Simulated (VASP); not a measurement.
Energy against volume of As (a7). These are PBE GGA with D3 dispersion (Becke-Johnson damping), VASP's PBE PAW potentials (set 64) (plane waves; VASP) values and carry that method's errors. Numerical set-up: 520 eV cut-off, 12×12×12 Γ-centred mesh, first-order Methfessel-Paxton smearing of 0.10 eV, potentials As.

Shape and ions are relaxed at each volume.

| V (Å³/atom) | E (eV/atom) |
|---|---|
| 20.283 | -5.08567 |
| 20.910 | -5.08889 |
| 21.538 | -5.08588 |
| 22.165 | -5.07825 |

Question: Fit these four points and predict the energy of the run at 19.656 Å³/atom.

Answer: A cubic in V^(−2/3), the third-order Birch-Murnaghan form, passes through the four points with V0 = 20.89 Å³/atom and B0 = 53 GPa, and gives -5.0742 eV/atom there. The run gave -5.0749 eV/atom, -0.6 meV/atom from the fit; all five points give B0 = 52 GPa.

The compound is As in the a7 structure. It was relaxed first.
